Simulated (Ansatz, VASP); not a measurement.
**Si2SnGe (CuAu-ordered zincblende type (invented)) in two plane-wave programs**

One calculation is typed for both programs; each brings its own data sets. How far apart do they land? The cell is generated by rule, not measured, and may not be a known phase. The cell is taken from a series of runs on this material, whose earlier steps may have relaxed, scaled, displaced or heated it; both programs get it as it stands.

Method: plane waves, with VASP 6.6.1 beside it; relaxation of cell and atoms at LDA, in Ansatz 0.2.0.

### Step 1. Set-up

The structure is tetragonal, space group P-4m2 (No. 115). The conventional cell has a = 4.042 Å, b = 4.042 Å, c = 5.747 Å, α = 90.00°, β = 90.00°, γ = 90.00°. Nearest to Ge lie 4 Si at 2.42 Å. Nearest to Sn lie 4 Si at 2.54 Å. Nearest to Si lie 2 Ge at 2.42 Å and 2 Sn at 2.54 Å. Farther neighbours are not listed.

Coordinates:

```cif
data_structure
_symmetry_space_group_name_H-M 'P 1'
_symmetry_Int_Tables_number 1
_cell_length_a 4.0420
_cell_length_b 4.0420
_cell_length_c 5.7468
_cell_angle_alpha 90.000
_cell_angle_beta 90.000
_cell_angle_gamma 90.000
_cell_volume 93.89
loop_
_atom_site_label
_atom_site_type_symbol
_atom_site_fract_x
_atom_site_fract_y
_atom_site_fract_z
_atom_site_occupancy
Ge1 Ge 0.00000 0.00000 0.00000 1
Sn2 Sn 0.50000 0.50000 0.50000 1
Si3 Si 0.00000 0.50000 0.23125 1
Si4 Si 0.50000 0.00000 0.76875 1
```

### Step 2. VASP: relaxation of cell and atoms, LDA, pair 1

The relaxed volume is the usual yardstick between codes: in a stiff, nearly cubic crystal its relative difference is about their pressure difference at one cell divided by the bulk modulus.

Lines of VASP's logs that name or quote its potential files are left out, and so is its time.

File INCAR:

```
SYSTEM = Si2SnGe
PREC = Accurate
ENCUT = 500
EDIFF = 1E-07
NELM = 120
ISMEAR = 0
SIGMA = 0.01
LREAL = .FALSE.
ALGO = Normal
GGA = CA
NBANDS = 24
LORBIT = 11
LWAVE = .FALSE.
LCHARG = .FALSE.
ISIF = 3
IBRION = 2
NSW = 80
EDIFFG = -0.005
LASPH = .TRUE.
GGA_COMPAT = .FALSE.
NELMIN = 4
EFERMI = MIDGAP
KPAR = 2
```

File POSCAR:

```
Si2SnGe
1.0
    4.0419900000      0.0000000000      0.0000000000
    0.0000000000      4.0419900000      0.0000000000
    0.0000000000      0.0000000000      5.7467640000
Ge Sn Si
1 1 2
Direct
    0.0000000000      0.0000000000      0.0000000000
    0.5000000000      0.5000000000      0.5000000000
    0.0000000000      0.5000000000      0.2312482294
    0.5000000000      0.0000000000      0.7687517706
```

File KPOINTS:

```
Automatic mesh
0
Gamma
10 10 6
0 0 0
```

The projector-augmented-wave data sets are Ge_d, Sn_d and Si (LDA family, release 64).

Launch:

```bash
$ mpirun -np 2 vasp_std
```

Numbers of over 12 decimals in the logs are rounded to 6 here.

Log:

```text
[banner, memory and clock lines left out]
running    2 mpi-ranks, on    1 nodes
 distrk:  each k-point on    1 cores,    2 groups
 distr:  one band on    1 cores,    1 groups

 POSCAR found type information on POSCAR GeSnSi
 POSCAR found :  3 types and       4 ions
 LDA part: xc-table for (Slater(with rela. corr.)+CA(PZ))
 , standard interpolation
 POSCAR, INCAR and KPOINTS ok, starting setup
 FFT: planning ... GRIDC
 FFT: planning ... GRID_SOFT
 FFT: planning ... GRID
 WAVECAR not read
 entering main loop
       N       E                     dE             d eps       ncg     rms          rms(c)
DAV:   1     0.261093111803E+03    0.26109E+03   -0.17707E+04  4552   0.250E+03
DAV:   2     0.166408535835E+02   -0.24445E+03   -0.23798E+03  4160   0.588E+02
DAV:   3    -0.200833760235E+02   -0.36724E+02   -0.36543E+02  5048   0.159E+02
DAV:   4    -0.215526643570E+02   -0.14693E+01   -0.14689E+01  4672   0.355E+01
DAV:   5    -0.215902514980E+02   -0.37587E-01   -0.37586E-01  5432   0.590E+00    0.588E+00
DAV:   6    -0.212765338486E+02    0.31372E+00   -0.24221E-01  4912   0.337E+00    0.342E+00
DAV:   7    -0.211473256594E+02    0.12921E+00   -0.26480E-01  5232   0.284E+00    0.372E-01
DAV:   8    -0.211465374565E+02    0.78820E-03   -0.24446E-02  4944   0.140E+00    0.151E-01
DAV:   9    -0.211467228971E+02   -0.18544E-03   -0.14423E-03  4872   0.280E-01    0.626E-02
DAV:  10    -0.211467410263E+02   -0.18129E-04   -0.12319E-04  6256   0.852E-02    0.301E-02
DAV:  11    -0.211467482960E+02   -0.72697E-05   -0.15899E-05  4960   0.499E-02    0.492E-03
DAV:  12    -0.211467475031E+02    0.79292E-06   -0.28840E-06  5536   0.191E-02    0.220E-03
DAV:  13    -0.211467475397E+02   -0.36600E-07   -0.20815E-07  3688   0.502E-03
   1 F= -.21146748E+02 E0= -.21146748E+02  d E =-.211467E+02
 curvature:   0.00 expect dE= 0.000E+00 dE for cont linesearch  0.000E+00
 trial: gam= 0.00000 g(F)=  0.695E-06 g(S)=  0.148E-04 ort = 0.000E+00 (trialstep = 0.100E+01)
 search vector abs. value=  0.155E-04
 bond charge predicted
       N       E                     dE             d eps       ncg     rms          rms(c)
DAV:   1    -0.211469192748E+02   -0.17177E-03   -0.30679E-03  5240   0.864E-01    0.728E-02
DAV:   2    -0.211467877774E+02    0.13150E-03   -0.22556E-04  4992   0.241E-01    0.353E-02
DAV:   3    -0.211467513355E+02    0.36442E-04   -0.80774E-05  4976   0.131E-01    0.798E-03
DAV:   4    -0.211467493110E+02    0.20246E-05   -0.53787E-06  5088   0.283E-02    0.396E-03
DAV:   5    -0.211467489668E+02    0.34417E-06   -0.27980E-07  3888   0.523E-03    0.141E-03
DAV:   6    -0.211467489494E+02    0.17405E-07   -0.71562E-08  2656   0.411E-03
   2 F= -.21146749E+02 E0= -.21146749E+02  d E =-.140969E-05
 trial-energy change:   -0.000001  1 .order   -0.000002   -0.000015    0.000012
 step:   0.5546(harm=  0.5546)  dis= 0.00007  next Energy=   -21.146752 (dE=-0.429E-05)
 reached required accuracy - stopping structural energy minimisation
```

Parts of OUTCAR (step 2):

```text
ion  position               nearest neighbor table
   1  0.000  0.000  0.000-   3 2.42   4 2.42   3 2.42   4 2.42
   2  0.500  0.500  0.500-   3 2.54   4 2.54   4 2.54   3 2.54
   3  0.000  0.500  0.231-   1 2.42   1 2.42   2 2.54   2 2.54
   4  0.500  0.000  0.769-   1 2.42   1 2.42   2 2.54   2 2.54

  LATTYP: Found a simple tetragonal cell.
 ALAT       =     4.0419900000
 C/A-ratio  =     1.4217660113

 Subroutine GETGRP returns: Found  8 space group operations
 (whereof  8 operations were pure point group operations)

The static configuration has the point symmetry D_2d.

 Found     84 irreducible k-points:

   k-points           NKPTS =     84   k-points in BZ     NKDIM =     84   number of bands    NBANDS=     24

   dimension x,y,z NGX =    30 NGY =   30 NGZ =   42
   dimension x,y,z NGXF=    60 NGYF=   60 NGZF=   84

   ENCUT  =  500.0 eV  36.75 Ry    6.06 a.u.   7.37  7.37 10.48*2*pi/ulx,y,z

   NELECT =      36.0000    total number of electrons

 k-points in reciprocal lattice and weights: Automatic mesh
   0.00000000  0.00000000  0.00000000       0.002
   0.10000000  0.00000000  0.00000000       0.007
   0.20000000  0.00000000  0.00000000       0.007
   0.30000000  0.00000000  0.00000000       0.007
   0.40000000  0.00000000  0.00000000       0.007
   0.50000000  0.00000000  0.00000000       0.003
   0.10000000  0.10000000  0.00000000       0.007
   0.20000000  0.10000000  0.00000000       0.013
   0.30000000  0.10000000  0.00000000       0.013
[...]
0.50000000  0.40000000  0.50000000       0.007
   0.50000000  0.50000000  0.50000000       0.002

 average (electrostatic) potential at core
       1 -74.2703       2-100.7518       3 -85.4246       4 -85.4246

 E-fermi :   5.9046

 k-point     1 :       0.0000    0.0000    0.0000
  band No.  band energies     occupation
    ...
     14       2.7672      2.00000
     15       2.7672      2.00000
     16       5.6992      2.00000
     17       5.8370      2.00000
     18       5.8370      2.00000
     19       6.0070      0.00000
     20       6.3773      0.00000
     21       7.2768      0.00000
     22       8.1203      0.00000
     23       8.1203      0.00000
    ...

 k-point     2 :       0.1000    0.0000    0.0000
  band No.  band energies     occupation
    ...
     14       2.3430      2.00000
     15       2.8342      2.00000
     16       4.8108      2.00000
     17       5.3708      2.00000
     18       5.7877      2.00000
     19       6.2742      0.00000
     20       6.9425      0.00000
     21       7.7163      0.00000
     22       8.2075      0.00000
     23       8.2628      0.00000
    ...

 k-point     3 :       0.2000    0.0000    0.0000
  band No.  band energies     occupation
    ...
     14       1.6912      2.00000
     15       3.0299      2.00000
     16       3.4310      2.00000
     17       4.5570      2.00000
     18       5.6291      2.00000
     19       6.4736      0.00000
     20       7.9392      0.00000
     21       8.4676      0.00000
     22       8.4813      0.00000
     23       8.6321      0.00000
    ...

  Total       -0.0180271     -0.0180271     -0.0170927      0.0000000      0.0000000      0.0000000
  in kB       -0.3074010     -0.3074010     -0.2914681      0.0000000      0.0000000      0.0000000
  external PRESSURE =      -0.3020900 kB  Pullay stress =       0.0000000 kB

  energy-cutoff  :      500.00
  volume of cell :       93.96
      direct lattice vectors                 reciprocal lattice vectors
     4.042917507  0.000000000  0.000000000     0.247346130  0.000000000 -0.000000000
     0.000000000  4.042917507  0.000000000     0.000000000  0.247346130  0.000000000
     0.000000000  0.000000000  5.748317952     0.000000000  0.000000000  0.173963933

 POSITION                                       TOTAL-FORCE (eV/Angst)
 -----------------------------------------------------------------------------------
      4.04292      0.00000      0.00000         0.000000     -0.000000      0.000000
      2.02146      2.02146      2.87416        -0.000000      0.000000      0.000000
      4.04292      2.02146      1.32942         0.000000     -0.000000      0.001756
      2.02146      0.00000      4.41890        -0.000000     -0.000000     -0.001756
 -----------------------------------------------------------------------------------
    total drift:                                0.000000      0.000000      0.000000

  FREE ENERGIE OF THE ION-ELECTRON SYSTEM (eV)
  ---------------------------------------------------
  free  energy   TOTEN  =       -21.1467489494 eV

  energy  without entropy=      -21.1467489494  energy(sigma->0) =      -21.14674895

 reached required accuracy - stopping structural energy minimisation

 total charge
# of ion       s       p       d       tot
------------------------------------------
    1        1.126   1.306  10.028  12.460
    2        1.139   1.401  10.001  12.541
    3        0.775   0.892   0.000   1.667
    4        0.775   0.892   0.000   1.667
--------------------------------------------------
tot          3.814   4.492  20.029  28.334

[... 3 further parts left out ...]
```

The run keeps the 8 symmetry operations of its start, so it cannot find a distortion of lower symmetry.

### Step 3. Ansatz: relaxation of cell and atoms, LDA, pair 1

Ansatz runs on its default PAW (the set named soft_2) files.

The same cell, functional (in two slightly different forms), mesh and smearing now go to Ansatz, which takes its cutoff from its data sets.

File input.yaml:

```yaml
crystal:
  lattice:
    - [4.0419903999, 0.0, 0.0]
    - [0.0, 4.0419903999, 0.0]
    - [0.0, 0.0, 5.746764062]
  atoms:
    - { symbol: Ge, position: [0.0, 0.0, 0.0] }
    - { symbol: Sn, position: [0.5, 0.5, 0.5] }
    - { symbol: Si, position: [0.0, 0.5, 0.2312482827] }
    - { symbol: Si, position: [0.5, 0.0, 0.7687517173] }
kpoints:
  mp_grid: { grid: [10, 10, 6] }
hamiltonian:
  xc: lda
scf:
  occupations: { method: gaussian, width: 0.01 }
output:
  forces: true
  stress: true
  eigenvalues: true
relax:
  adjacent_minimum: "off"
  f_tol: 0.001
  max_steps: 60
  cell: { stress_tol: 0.01 }
```

Launch:

```bash
$ ansatz run input.yaml --threads 2 --pin off --max-ram 5120MiB --backend cpu --events-out ev --progress --plain --runs-dir out
```

Log:

```text
Engine: ansatz 0.2.0, x86_64-unknown-linux-gnu
Pseudopotentials: kind: paw
Pseudopotential: Ge, paw, valence charge 14, recommended cutoff 420 eV (normal), Ge.paw.azcp
Pseudopotential: Sn, paw, valence charge 14, recommended cutoff 420 eV (normal), Sn.paw.azcp
Pseudopotential: Si, paw, valence charge 4, recommended cutoff 420 eV (normal), Si.paw.azcp
Functional definition: SPW92
  exchange = slater_x
  correlation = pw_c
Crystal: 4 atoms, lattice volume = 93.889 Å³
Basis set: ecut = 420 eV, 1875 PW (Γ)
Bands: 22, of which v1, the nominal top of the filled ones, is band 18 counted from 1 (17 counted from 0)
Symmetry: 8 space group operations
Space group: P-4m2 (ITA 115), of the structure as read, at distance tolerance 4.5e-5 Å
k-points: 84 of 600 (time reversal used)
Non-local potential: Ge, projectors of the file, l = 0: 2, l = 1: 2, l = 2: 3, l = 3: 1
Non-local potential: Sn, projectors of the file, l = 0: 2, l = 1: 2, l = 2: 2, l = 3: 2
Non-local potential: Si, projectors of the file, l = 0: 2, l = 1: 2, l = 2: 2
PAW form: soft (Blöchl's): semilocal exchange-correlation on the pseudo side does not see the compensation charge
PAW frozen core: Ge, regenerated for the run's functional, and the local potential with it (the file was generated under x = pbe(κ = 0.804, μ = 0.219515), c = pbe(β = 0.066725))
PAW frozen core: Sn, regenerated for the run's functional, and the local potential with it (the file was generated under x = pbe(κ = 0.804, μ = 0.219515), c = pbe(β = 0.066725))
PAW frozen core: Si, regenerated for the run's functional, and the local potential with it (the file was generated under x = pbe(κ = 0.804, μ = 0.219515), c = pbe(β = 0.066725))
PAW one-centre angular grid: Ge, 590 points (default); XC on 64 Gauss nodes
PAW one-centre angular grid: Sn, 590 points (default); XC on 64 Gauss nodes
PAW one-centre angular grid: Si, 110 points (default); XC on 64 Gauss nodes
Initial density: superposition of atomic densities (neutral atoms: chi_scale 0, normalization atom), corrected by the library's trained network
Initial wavefunctions: pseudopotential atomic-orbital guess
Functional: x = slater, c = lda
SCF iter   1: F=—  HF=-11312.094572 eV  |F-HF|=—  |Δ(HF+E_count)|=         —  Δρ=5.59e-3  dr2=1.80e-2  ethr=1.77e-3  ⟨swp⟩=7.1  Hψ=10110  notcnv=0
preconditioner: auto → Resta (q_TF=auto, 2.325 Å⁻¹)  ε∞=5.0  [insulator: Δε(μ)=0.131 eV  Ē_g=7.709 eV  σ=0.010 eV  W_gap=1.00  n_scr=20 (ndim 8)  ℏωp=15.3 eV  f_vac=0.004  D(μ)=0.00/eV (n_scr^D=0)  ε∞_Penn≈5.0]
SCF iter   2: F=—  HF=-11312.088875 eV  |F-HF|=—  |Δ(HF+E_count)|=   5.70e-3  Δρ=3.02e-3  dr2=5.21e-3  ethr=4.99e-5  ⟨swp⟩=2.5  Hψ=3304  notcnv=0
SCF iter   3: F=—  HF=-11312.087573 eV  |F-HF|=—  |Δ(HF+E_count)|=   1.30e-3  Δρ=5.34e-4  dr2=1.67e-4  ethr=1.45e-5  ⟨swp⟩=2.2  Hψ=3717  notcnv=0
SCF iter   4: F=—  HF=-11312.087424 eV  |F-HF|=—  |Δ(HF+E_count)|=   1.49e-4  Δρ=1.67e-4  dr2=2.90e-5  ethr=4.65e-7  ⟨swp⟩=2.0  Hψ=3443  notcnv=0
SCF iter   5: F=—  HF=-11312.087428 eV  |F-HF|=—  |Δ(HF+E_count)|=   4.12e-6  Δρ=8.27e-5  dr2=4.14e-6  ethr=8.05e-8  ⟨swp⟩=2.6  Hψ=2968  notcnv=0
SCF iter   6: F=—  HF=-11312.087427 eV  |F-HF|=—  |Δ(HF+E_count)|=   1.95e-6  Δρ=2.00e-5  dr2=3.61e-7  ethr=1.15e-8  ⟨swp⟩=2.0  Hψ=2688  notcnv=0
SCF iter   7: F=-11312.087427 eV  HF=-11312.087427 eV  |F-HF|=4.14e-8  |Δ(HF+E_count)|=   3.41e-9  Δρ=7.64e-6  dr2=4.18e-8  ethr=2.78e-10  ⟨swp⟩=6.0  Hψ=8784  notcnv=0
SCF 1 converged in 7 iterations: F = -11312.087427 eV  dr2 = 4.18e-8
  greatest PAW one-centre occupation: 0.998 electrons in one spin orbital (limit 2), on the Ge atom at site 0 (counted from 0), in its partial waves of l = 2
relax step   1: F+E_penalty+E_count = -11312.08742651 eV  Δ(F+E_penalty+E_count) = +0.000e0 eV  max|allowed force component| = 2.135e-4 eV/Å  Δτ_max = 0.0000 Å  P = +0.000 GPa  Ω = 93.889 Å³  (7 SCF iters, dr2 threshold 1.00e-7 eV, accepted)
Initial density: handed on by an earlier stage of this run
Initial wavefunctions: pseudopotential atomic-orbital guess (no wavefunctions were taken with the density)
iter 1 solved again at ethr=6.34e-7 eV; its pass at ethr=3.10e-3 eV (dr2=2.28e-4 eV) is discarded
SCF iter   1: F=—  HF=-11312.087424 eV  |F-HF|=—  |Δ(HF+E_count)|=         —  Δρ=9.32e-6  dr2=4.68e-8  ethr=6.34e-7  ⟨swp⟩=3.0  Hψ=14411  notcnv=0
eigensolver tolerance schedule: the retry pair's looser diagonalisation over-reported the residual by 4881.33 of it (diagonalisation noise at 828.16 of the residual, at the tolerance the schedule requests for it); recorded, not acted on — ethr = c·dr2/N_el stays at c = 1.0e-1
preconditioner: auto → Resta (q_TF=auto, 2.325 Å⁻¹)  ε∞=5.0  [insulator: Δε(μ)=0.124 eV  Ē_g=7.706 eV  σ=0.010 eV  W_gap=1.00  n_scr=20 (ndim 8)  ℏωp=15.3 eV  f_vac=0.002  D(μ)=0.00/eV (n_scr^D=0)  ε∞_Penn≈5.0]
SCF iter   2: F=—  HF=-11312.087427 eV  |F-HF|=—  |Δ(HF+E_count)|=   2.87e-6  Δρ=3.01e-6  dr2=1.16e-8  ethr=1.30e-10  ⟨swp⟩=3.1  Hψ=4619  notcnv=0
SCF iter   3: F=—  HF=-11312.087427 eV  |F-HF|=—  |Δ(HF+E_count)|=   1.63e-9  Δρ=1.93e-6  dr2=4.35e-9  ethr=3.23e-11  ⟨swp⟩=2.3  Hψ=2682  notcnv=0
SCF iter   4: F=—  HF=-11312.087427 eV  |F-HF|=—  |Δ(HF+E_count)|=  5.17e-10  Δρ=5.68e-7  dr2=3.99e-10  ethr=1.21e-11  ⟨swp⟩=2.5  Hψ=2795  notcnv=0
SCF iter   5: F=—  HF=-11312.087427 eV  |F-HF|=—  |Δ(HF+E_count)|=  2.18e-11  Δρ=2.22e-7  dr2=7.09e-11  ethr=1.11e-12  ⟨swp⟩=2.0  Hψ=3323  notcnv=0
SCF iter   6: F=—  HF=-11312.087427 eV  |F-HF|=—  |Δ(HF+E_count)|=  1.46e-11  Δρ=6.24e-8  dr2=5.33e-12  ethr=1.00e-12  ⟨swp⟩=1.0  Hψ=1848  notcnv=0
SCF iter   7: F=-11312.087427 eV  HF=-11312.087427 eV  |F-HF|=1.82e-12  |Δ(HF+E_count)|=  3.64e-12  Δρ=1.14e-8  dr2=2.09e-13  ethr=1.00e-12  ⟨swp⟩=6.0  Hψ=7824  notcnv=0
SCF 2 converged in 7 iterations: F = -11312.087427 eV  dr2 = 2.09e-13
relax step   2: F+E_penalty+E_count = -11312.08742654 eV  Δ(F+E_penalty+E_count) = -2.539e-8 eV  max|allowed force component| = 2.125e-4 eV/Å  Δτ_max = 0.0000 Å  P = +0.000 GPa  Ω = 93.889 Å³  stress off target by 4.73e-4 GPa  SCF on the basis re-selected at this cell (its energy is not comparable with the rows above)  (7 SCF iters)
basis re-selected at this cell: Δ(F+E_penalty+E_count) = -2.539e-8 eV, ΔP = +0.000 GPa vs the last step (what re-selecting the basis moved, of the pressure what is left beyond the Pulay correction that the steps carried, after the strain that the cell walked since its last selection, with what the two solves' SCF thresholds leave and, on support functions, any second-order correction that the steps lacked; it is no m [...]
SCF converged after 7 iterations
Free energy (F): -11312.087427 eV
Harris-Foulkes:  -11312.087427 eV  (|F-HF|=1.82e-12)
Internal energy: -11312.087427 eV  (E = F + TS)
E sigma→0 (E₀):  -11312.087427 eV
Fermi energy:    7.650356 eV
--- Per-component energies (eV) ---
  E_band       = -272.323752
  E_kinetic    = 381.964449
  E_local      = -3841.109475  (includes V_loc(G=0)·N_el)
  E_nonlocal   = 448.554868
  E_hartree    = 1839.290148
  E_xc         = -563.405201
  E_vxc        = -257.649957  (∫ρ·V_xc dr)
  E_paw        = -6911.179543  (= ΣΔE_a)
  E_vpaw       = -682.664228  (= ΣTr[D̂ρ^β])
  E_aug_tail   = 0.000286  (compensation charges beyond the density's cutoff)
  E_ewald      = -2668.704844
  E_core_change = 2.501886  (= ΣΔE_core)
  E_smearing   = -0.000000  (= −TS)
  E_closure    = 0.000000  (closes the sum)
  Σ components = -11312.087427   (vs F -11312.087427, Δ=0.00e0)
--- Forces (eV/Å), atoms counted from 1 ---
  atom   1  Ge    -0.00000000     0.00000000     0.00000000
  atom   2  Sn    -0.00000000     0.00000000     0.00000000
  atom   3  Si     0.00000000     0.00000000     0.00021247
  atom   4  Si     0.00000000     0.00000000    -0.00021247
  max |Σ_I F_I| component: 1.39e-16 eV/Å
--- Stress (GPa, compression-positive) ---
       -0.000120       0.000000      -0.000000
        0.000000      -0.000120       0.000000
       -0.000000       0.000000       0.000473
  P = ⅓ Tr σ = 0.0001 GPa (0.001 kbar)
--- Band table (eV; the first three rows and the last of 84) ---
  k-point 0: bands = [... 14 lower, 4.5179, 7.4502, 7.5883, 7.5883, 7.7490, 8.1298, 9.0022, 9.8741]
  k-point 1: bands = [... 14 lower, 4.6197, 6.3524, 7.1490, 7.1490, 7.9502, 8.3740, 9.6810, 9.8727]
  k-point 2: bands = [... 14 lower, 4.9000, 4.9096, 6.4220, 6.4220, 8.0374, 8.6461, 9.6287, 10.7579]
  k-point 83: bands = [... 14 lower, 3.6763, 3.6763, 3.7471, 3.7979, 11.3221, 11.6131, 11.6131, 11.7330]
--- Relaxed structure (1 steps of the walk, 1 accepted, 1 SCFs on fresh bases) ---
  F+E_penalty+E_count = -11312.08742654 eV   max|allowed force component| = 2.125e-4 eV/Å   (the final SCF, on the basis selected at the relaxed cell)
  cell:  # Å, volume = 93.8888 Å³
    - [4.0419903999, 0.0, 0.0]
    - [0.0, 4.0419903999, 0.0]
    - [0.0, 0.0, 5.746764062]
  atoms:
    - { symbol: Ge, position: [0.0, 0.0, 0.0] }
    - { symbol: Sn, position: [0.5, 0.5, 0.500000] }
    - { symbol: Si, position: [0.0, 0.5, 0.231248] }
    - { symbol: Si, position: [0.5, 0.0, 0.7687517173] }
```

The column dr2 measures how far the density is from self-consistency, as an energy; F and HF (Harris–Foulkes) agree once it is small.

### Step 4. Differences

Known differences besides the potentials themselves: the two LDA forms differ slightly; the cutoff is 420 eV in Ansatz and 500 eV in VASP; VASP's log shows a relativistic correction to its local exchange, Ansatz's none; Ansatz adds a Pulay correction to the stress that steers its cell, VASP none. Total energies have different zeros and are not compared.

Both answers:

| quantity | Ansatz | VASP | difference |
| --- | --- | --- | --- |
| volume (Å³) | 93.89 | 93.96 | -0.07 % |
| edge a after relaxation, in the typed setting (Å) | 4.042 | 4.043 | -0.02 % |
| edge c after relaxation, in the typed setting (Å) | 5.747 | 5.748 | -0.03 % |

(Part 1 of 2 ends here.)

[Lines on the potential files, build, host, timing and source positions are cut from VASP's logs without a mark.]

[Logs are printed without paths, hosts, clocks, repeated set-up lines and the standing remarks that a program may print on its own settings, such as how far it seeks lower states.]

[Hosts, paths, dates, database ids (printed as entryN), source tags and the programs' standing remarks are cut or masked in the printed files.]
